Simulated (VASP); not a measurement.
## Cu: relaxation of cell and atoms with PBE

The system is Cu.

```
Cu
1.0
     0.00000    1.81500    1.81500
     1.81500    0.00000    1.81500
     1.81500    1.81500    0.00000
Cu
1
Direct
  0.00000 0.00000 0.00000
```

The cell was built by a generator and needn't be a form met in nature.

```json
{
  "Program": "VASP 6.6.1",
  "Task": "relaxation of cell and atoms",
  "Functional": "PBE",
  "Potentials or basis": "VASP PAW PBE potentials, release 64 (Cu)",
  "Cutoff": "600 eV",
  "k mesh": "16 × 16 × 16",
  "Occupations": "methfessel-paxton, width 0.2 eV",
  "Spin": "no spin polarisation",
  "Further INCAR settings": "ALGO = Normal; EDIFF = 1e-07; IBRION = 2; EDIFFG = -0.01; NSW = 40; ISIF = 3"
}
```

```json
{"Relaxed volume": "12.01 Å³/atom", "Relaxed cell": "a = 2.571 Å, b = 2.571 Å, c = 2.571 Å, α = 60.00°, β = 60.00°, γ = 60.00°", "Space group after relaxing (to 0.05 Å)": "Fm-3m (No. 225)", "Energy gained by relaxing": "0.1 meV/atom", "Ionic steps": "3", "Pressure after relaxing": "0.0 GPa", "Band gap on the k mesh": "none (metal or under the smearing width)"}
```

The path:
```csv
step,energy change (eV),largest force (eV/Å),pressure (GPa),volume (Å³)
1,0.0000,0.0000,0.65,11.96
2,-0.0001,0.0000,-0.33,12.04
3,-0.0001,0.0000,0.03,12.01
```

Final structure:
```
Cu
1.0
     0.00000    1.81772    1.81772
     1.81772    0.00000    1.81772
     1.81772    1.81772    0.00000
Cu
1
Direct
  0.00000 0.00000 0.00000
```

Levels at points of the mesh, in eV from the Fermi level:
```tsv
k point	band 3	band 4	band 5	band 6	band 7	band 8	band 9
(0.00, 0.00, 0.00)	-2.93	-2.93	-2.13	-2.13	22.50	25.02	25.02
(0.50, 0.00, 0.00)	-2.96	-1.57	-1.57	-0.91	3.72	21.00	21.85
(0.50, 0.50, 0.00)	-1.59	-1.43	-1.43	1.55	7.04	13.00	13.00
```

Run time: 11 s on 4 MPI ranks on Intel(R) Xeon(R) 6975P-C (Granite Rapids), on a shared host, peak memory 0.14 GiB a rank.
